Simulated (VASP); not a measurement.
Given:

```
CELL_PARAMETERS angstrom
      3.19357     0.00000     0.00000
     -1.59679     2.76571     0.00000
      0.00000     0.00000    12.51483
ATOMIC_POSITIONS crystal
  W  0.66667 0.33333 0.75000
  W  0.33333 0.66667 0.25000
  S  0.66667 0.33333 0.37610
  S  0.33333 0.66667 0.87610
  S  0.33333 0.66667 0.62390
  S  0.66667 0.33333 0.12390
```

Level of theory: optB88-vdW, VASP's PBE PAW potentials (set 64) (plane waves; VASP 6.6.1). Settings: 480 eV cut-off, 7×7×2 Γ-centred mesh, Gaussian smearing of 0.050 eV, potentials W_sv S.

### Question
Predict the energy per atom (σ→0).

### Answer

```yaml
energy per atom (σ→0): -5.781 eV/atom
```

The compound is WS2 in the 2H layered structure. It was relaxed first. The start is the result of an earlier pass.
